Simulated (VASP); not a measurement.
A convergence study with VASP on Si (diamond): one setting is varied, all else stays as given below, so the limit is that of these other settings. Each run relaxes cell and ions from the cell shown.

```xyz
2
Lattice="0.0000 2.7155 2.7155 2.7155 0.0000 2.7155 2.7155 2.7155 0.0000" Properties=species:S:1:pos:R:3 pbc="T T T"
Si     0.0000     0.0000     0.0000
Si     1.3578     1.3578     1.3578
```

All values below come from PBEsol GGA, VASP's PBE PAW potentials (set 64) (plane waves; VASP 6.6.1). The tightest run used: 550 eV cut-off, 12×12×12 Γ-centred mesh, Gaussian smearing of 0.050 eV, potentials Si.

Gaps are read on the run's mesh, which can miss a band edge.

The settings run are 2×2×2 mesh; 3×3×3 mesh; 4×4×4 mesh; 5×5×5 mesh; 6×6×6 mesh; 7×7×7 mesh; 8×8×8 mesh; 9×9×9 mesh; 10×10×10 mesh; 11×11×11 mesh; 12×12×12 mesh. From which on does the relaxed volume stay within 0.1 Å³/atom of the tightest run?

From 5×5×5 mesh on: it is off by 0.047 there and by no more than 0.1 in any finer run, while 4×4×4 mesh is off by 0.136.
```tsv
setting	relaxed volume (Å³/atom)	E (eV/atom)	gap on the mesh (eV)	irreducible k-points	difference judged (Å³/atom)
2×2×2 mesh	21.738	-4.4749	0.608	3	1.663
3×3×3 mesh	20.495	-5.4284	0.600	4	0.420
4×4×4 mesh	20.211	-5.6481	0.583	8	0.136
5×5×5 mesh	20.122	-5.7124	0.465	10	0.047
6×6×6 mesh	20.091	-5.7338	0.591	16	0.016
7×7×7 mesh	20.081	-5.7415	0.460	20	0.006
8×8×8 mesh	20.077	-5.7445	0.507	29	0.002
9×9×9 mesh	20.076	-5.7458	0.471	35	0.001
10×10×10 mesh	20.075	-5.7463	0.471	47	0.000
11×11×11 mesh	20.075	-5.7465	0.483	56	0.000
12×12×12 mesh	20.075	-5.7466	0.461	72	0.000
```

Left out are rungs that failed or repeat a setting and relaxations that didn't move; long series are thinned to 24 rows.

The compound is Si in the diamond structure.
